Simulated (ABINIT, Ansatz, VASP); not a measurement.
**One structure in several programs: YBRh₃ (Pm-3m, 5 atoms in the cell)**

Self-consistent single point.

```yaml
crystal:
  lattice:
    - [4.17882, 0.00000, 0.00000]
    - [0.00000, 4.17882, 0.00000]
    - [0.00000, 0.00000, 4.17882]
  atoms:
    - { symbol: Y, position: [0.00000, 0.00000, 0.00000] }
    - { symbol: B, position: [0.50000, 0.50000, 0.50000] }
    - { symbol: Rh, position: [0.00000, 0.50000, 0.50000] }
    - { symbol: Rh, position: [0.50000, 0.00000, 0.50000] }
    - { symbol: Rh, position: [0.50000, 0.50000, 0.00000] }
```

All programs got the same cell, k-point mesh and kind of occupations (in Ansatz's words: kpoints.mp_grid.grid = 7 7 7; scf.occupations.method = gaussian; scf.occupations.width = 0.136 eV); potentials, basis and cutoffs are each program's usual ones.

| code | model | pressure (GPa) | cutoff |
|---|---|---|---|
| Ansatz | PBEsol, PAW files made with PBE | -4.08 | default |
| ABINIT | PBEsol, norm-conserving pseudopotentials (PseudoDojo nc-sr-04 PBEsol standard) | -3.81 | 44 Ha |
| VASP | PBEsol, VASP's PBE PAW potentials (set 64) | -4.71 | 400 eV |

The spread over the programs that give each value: pressure within 0.90 GPa.

The starting cell comes from a database of computed structures (which also holds hypothetical and non-ambient phases and stackings), without a prior relaxation at this level. On Ansatz's run: Spin polarisation is off. In the base run, with a pressure of about -4 GPa the cell is away from its equilibrium volume at this level.

Why do the programs differ, and what cannot be compared?

Differences of this kind can come from the potentials, where these differ, and from what each basis and cutoff leave unconverged. The valence holds different numbers of electrons (Ansatz (an electronic-structure program) 65, ABINIT 65, VASP 59). The zero of total energies and Fermi levels follows the potentials and each program's conventions, so they are not compared here. Ansatz's pressure is given at a fixed set of plane waves, as the other plane-wave codes print theirs; with its correction for the finite basis it is -3.99 GPa.

VASP's run is marked for a possible Pulay error in its stress at this cutoff; no cutoff test was made.

Left out of this page: Quantum ESPRESSO, GPAW, Elk, FLEUR and SIESTA (not drawn, or without a comparable value).

Keys are those of Ansatz 0.2.
